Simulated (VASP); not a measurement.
Output of a VASP run:

File OSZICAR:
```
       N       E                     dE             d eps       ncg     rms          rms(c)
DAV:   1    -0.338559970853E+03   -0.33856E+03   -0.23400E+01   322   0.116E+01    0.693E+00
DAV:   2    -0.338932543168E+03   -0.37257E+00   -0.54814E-01   338   0.107E+00    0.460E+00
DAV:   3    -0.338912054918E+03    0.20488E-01   -0.97127E-02   356   0.342E-01    0.272E+00
DAV:   4    -0.338894324617E+03    0.17730E-01   -0.14357E-02   372   0.221E-01    0.155E+00
DAV:   5    -0.338886428475E+03    0.78961E-02   -0.53816E-03   356   0.141E-01    0.874E-01
DAV:   6    -0.338883807373E+03    0.26211E-02   -0.19915E-03   355   0.846E-02    0.490E-01
DAV:   7    -0.338882979517E+03    0.82786E-03   -0.59022E-04   355   0.459E-02    0.276E-01
DAV:   8    -0.338882735089E+03    0.24443E-03   -0.17103E-04   355   0.250E-02    0.156E-01
DAV:   9    -0.338882672416E+03    0.62673E-04   -0.53040E-05   347   0.141E-02    0.881E-02
DAV:  10    -0.338882662609E+03    0.98077E-05   -0.16523E-05   203   0.831E-03
   1 F= -.33888266E+03 E0= -.33887953E+03  d E =-.627201E-02
```

File OUTCAR:
```
------------------------ aborting loop because EDIFF is reached ----------------------------------------
  volume of cell :     1547.77
      direct lattice vectors                 reciprocal lattice vectors
    11.567395522  0.000000000  0.000000000     0.086449884  0.000000000  0.000000000
     0.000000000 11.567395522  0.000000000     0.000000000  0.086449884  0.000000000
     0.000000000  0.000000000 11.567395522     0.000000000  0.000000000  0.086449884
 POSITION                                       TOTAL-FORCE (eV/Angst)
 -----------------------------------------------------------------------------------
      5.76726     11.54950      0.00189         0.255547     -0.039136     -0.192520
      7.27421      1.42079      1.40405        -0.240640      0.046423      0.205684
      8.67781      2.88857      0.00404         0.226954     -0.065347     -0.193299
     10.13094      4.34829      1.44331        -0.248819      0.035338      0.194923
      8.67764     11.54860      2.91014         0.233303     -0.039625     -0.219094
     10.13033      1.46075      4.32998        -0.239485      0.034567      0.199129
     11.55308     11.55256      0.00480         0.242496     -0.052284     -0.193755
      1.44725      1.45041      1.43015        -0.241977      0.039998      0.207621
      2.87466      2.87310      0.00832         0.239386     -0.032371     -0.203048
      4.34141      4.34550      1.42538        -0.225059      0.024831      0.163284
      5.77889      5.77389      0.01267         0.239816     -0.043188     -0.207440
      7.24181      7.24152      1.43304        -0.254383      0.042600      0.210643
      8.66634      8.66408      0.00796         0.243297     -0.039169     -0.196743
     10.12761     10.13098      1.43450        -0.233970      0.046142      0.207865
      2.87115     11.54879      2.89001         0.237936     -0.046915     -0.192087
      4.34367      1.42760      4.32692        -0.210755      0.040440      0.200116
      5.81454      2.82947      2.86580         0.236149     -0.010060     -0.202765
      7.25365      4.35073      4.33762        -0.202438      0.012162      0.179958
      8.66520      5.77639      2.89626         0.242774     -0.045291     -0.190349
     10.12998      7.23356      4.32932        -0.244854      0.054843      0.203526
      5.78149     11.54858      5.79985         0.245300     -0.043537     -0.194280
      7.24088      1.45262      7.22344        -0.250921      0.035858      0.204087
      8.66931      2.87408      5.80178         0.238528     -0.031484     -0.199494
     10.12987      4.34760      7.22109        -0.241998      0.039477      0.203545
      8.66615     11.55472      8.68532         0.236995     -0.046372     -0.189887
     10.12745      1.45375     10.11156        -0.235504      0.052087      0.206807
     11.54770      5.76459      0.00323         0.253456     -0.014076     -0.196781
      1.41497      7.27804      1.40113        -0.224209      0.033314      0.207025
      2.89111      8.67262      0.00034         0.218700     -0.042344     -0.194000
      4.34738     10.13169      1.43818        -0.244528      0.039239      0.201036
     11.55788      2.87344      2.89605         0.239991     -0.040493     -0.204022
      1.43810      4.34878      4.32998        -0.271054      0.038080      0.196099
      2.83251      5.82026      2.85962         0.237759     -0.053519     -0.178584
      4.34597      7.26324      4.33140        -0.239453      0.046861      0.208420
      5.78364      8.66704      2.89369         0.235333     -0.048342     -0.193173
      7.23936     10.13162      4.32838        -0.243828      0.036592      0.208642
     11.54958     11.55043      5.78527         0.247679     -0.038410     -0.173564
      1.41986      1.42187      7.25947        -0.199613      0.074837      0.164859
      2.85034      2.83880      5.83675         0.211835     -0.003131     -0.195533
      4.35172      4.35675      7.24731        -0.241367      0.019517      0.216062
      5.82119      5.82453      5.84881         0.218573     -0.037341     -0.200381
      7.28003      7.28339      7.26427        -0.245290      0.021171      0.188564
      8.68119      8.67485      5.78623         0.230211     -0.050756     -0.177353
     10.13197     10.13575      7.22417        -0.246129      0.037852      0.185711
      2.89258     11.54766      8.69713         0.216586     -0.030165     -0.213675
      4.34692      1.46047     10.11414        -0.240792      0.032883      0.205928
      5.78378      2.87462      8.69105         0.242699     -0.034378     -0.207004
      7.23756      4.34858     10.11664        -0.239952      0.034019      0.203206
      8.67781      5.76505      8.69815         0.227429     -0.012343     -0.214603
     10.13150      7.24332     10.11474        -0.245232      0.040422      0.196872
     11.54543      8.67206      2.90995         0.246019     -0.037452     -0.224318
      1.45287     10.13113      4.32907        -0.234531      0.046588      0.197832
     11.55573      5.77620      5.80180         0.240411     -0.038798     -0.199511
      1.44806      7.24555      7.22584        -0.238201      0.036197      0.194805
      2.87369      8.66924      5.80243         0.241838     -0.036162     -0.203479
      4.34667     10.13140      7.22206        -0.239031      0.039554      0.200587
     11.54852      2.88932      8.69667         0.248833     -0.068094     -0.206487
      1.45514      4.34853     10.11576        -0.242592      0.037375      0.196267
      2.87210      5.78180      8.69136         0.245782     -0.045685     -0.195353
      4.34733      7.23497     10.11581        -0.242791      0.054403      0.202474
      5.76709      8.67465      8.70024         0.264939     -0.040670     -0.210174
      7.24062     10.13422     10.11586        -0.249039      0.041647      0.192524
...
```
(Selected blocks of OUTCAR.)

**POSCAR**
```
LiGe64
1
   11.5673955220     0.0000000000     0.0000000000
    0.0000000000    11.5673955220     0.0000000000
    0.0000000000     0.0000000000    11.5673955220
Ge Li
64 1
Direct
  0.4985789402   0.9984528401   0.0001633580
  0.6288548229   0.1228269630   0.1213802945
  0.7501959590   0.2497168763   0.0003493252
  0.8758181717   0.3759088515   0.1247736716
  0.7501806092   0.9983752897   0.2515811866
  0.8757657596   0.1262812596   0.3743266547
  0.9987621784   0.9987170520   0.0004150037
  0.1251143077   0.1253877748   0.1236360277
  0.2485141657   0.2483792331   0.0007189336
  0.3753147882   0.3756681856   0.1232242569
  0.4995840908   0.4991525286   0.0010954926
  0.6260533835   0.6260289592   0.1238865171
  0.7492044913   0.7490085482   0.0006878172
  0.8755304081   0.8758223000   0.1240120845
  0.2482107776   0.9983917417   0.2498411916
  0.3755101449   0.1234159713   0.3740617931
  0.5026665949   0.2446070347   0.2477479659
  0.6270774150   0.3761196960   0.3749865972
  0.7491059348   0.4993685418   0.2503811662
  0.8757352458   0.6253404303   0.3742689616
  0.4998093642   0.9983731237   0.5013961927
  0.6259729626   0.1255791332   0.6244657190
  0.7494609425   0.2484638310   0.5015631088
  0.8757261738   0.3758499462   0.6242624153
  0.7491872399   0.9989039062   0.7508450516
  0.8755168356   0.1256763745   0.8741429343
  0.9982973392   0.4983480168   0.0002795603
  0.1223237971   0.6291856394   0.1211278004
  0.2499357462   0.7497467469   0.0000294132
  0.3758303286   0.8758835770   0.1243307790
  0.9991770498   0.2484089159   0.2503633955
  0.1243236751   0.3759514636   0.3743259152
  0.2448702094   0.5031606969   0.2472136745
  0.3757082516   0.6279061185   0.3744488145
  0.4999951290   0.7492642595   0.2501591440
  0.6258422312   0.8758773173   0.3741875993
  0.9984602091   0.9985334996   0.5001357776
  0.1227471288   0.1229207133   0.6275801458
  0.2464118350   0.2454142801   0.5045867735
  0.3762058070   0.3766409522   0.6265295143
  0.5032408235   0.5035302300   0.5056292004
  0.6293576064   0.6296485378   0.6279949829
  0.7504876408   0.7499400885   0.5002186446
  0.8759075032   0.8762341749   0.6245286667
  0.2500636225   0.9982940589   0.7518662304
  0.3757909460   0.1262573860   0.8743659341
  0.5000073718   0.2485102206   0.7513403897
  0.6256861613   0.3759338250   0.8745825313
  0.7501953849   0.4983881861   0.7519538373
  0.8758673277   0.6261838903   0.8744177530
  0.9981012483   0.7496986624   0.2515649791
  0.1256007165   0.8758352864   0.3742479567
  0.9989917459   0.4993520018   0.5015651082
  0.1251848810   0.6263766192   0.6246726791
  0.2484298469   0.7494551130   0.5016196670
  0.3757689484   0.8758582127   0.6243459939
  0.9983682299   0.2497809787   0.7518260443
  0.1257963901   0.3759296101   0.8745066804
  0.2482924645   0.4998355634   0.7513672571
  0.3758260373   0.6254622907   0.8745103080
  0.4985640161   0.7499223388   0.7521344398
  0.6259506092   0.8761024483   0.8745146514
  0.9989643029   0.7493175780   0.7509713056
  0.1255657818   0.8758494009   0.8741904976
  0.3753569480   0.3760237084   0.3755412331
```

Problem. Write an INCAR and KPOINTS that could have produced this output.

Solution. Several could match; the one computed here: the input of the run itself, HSE06 screened hybrid, plane waves, VASP's PBE PAW potentials (set 64).

### INCAR
```
SYSTEM = LiGe64
PREC = Normal
ENCUT = 400
EDIFF = 1E-5
NELM = 50
ALGO = Normal
LREAL = Auto
LASPH = .TRUE.
ISMEAR = 0
SIGMA = 0.05
GGA = PE
LMAXMIX = 4
LWAVE = .FALSE.
LCHARG = .FALSE.
NELMIN = 4
ISYM = 0
NELECT = 256.0
HFSCREEN = 0.2
AEXX = 0.25
LHFCALC = .TRUE.
PRECFOCK = Fast
ISIF = 0
```

KPOINTS:
```
Automatic
0
G
  1 1 1
0 0 0
```

POTCAR, in this order: Ge Li (PBE.64 set). Program: vasp_gam. Read from the step before: WAVECAR.

The cell is charged, with a uniform compensating background. The supercell is sampled at Γ alone, which is coarse: total energies, pressure and levels can be off, energies of defects by several tenths of an eV.

The cell is a supercell with a defect, built from Ge (diamond): Li_i, charge +1. The cell's shape comes from a PBE relaxation. The run is not spin-polarised, so no state with unpaired spins was tried.
